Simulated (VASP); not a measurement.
Data:

```
CELL_PARAMETERS angstrom
      0.00000     3.48252     3.48252
      3.48252     0.00000     3.48252
      3.48252     3.48252     0.00000
ATOMIC_POSITIONS crystal
  K  0.00000 0.00000 0.00000
  I  0.50000 0.50000 0.50000
```

Method: HSE06 screened hybrid, VASP's PBE PAW potentials (set 64) (plane waves; VASP). Settings: 520 eV cut-off, 6×6×6 Γ-centred mesh, Gaussian smearing of 0.050 eV, potentials K_sv I.

**Question.** Give the stress tensor in GPa (positive for a compressed cell).

**Answer.** 
```
1.04  0.00  0.00
0.00  1.04  0.00
0.00  0.00  1.04
```
The pressure is its mean diagonal, 1.04 GPa.

The compound is KI in the rock salt structure. This cell is one point of a volume scan, at 0.91 of the reference volume. The cell's shape comes from a PBE relaxation.
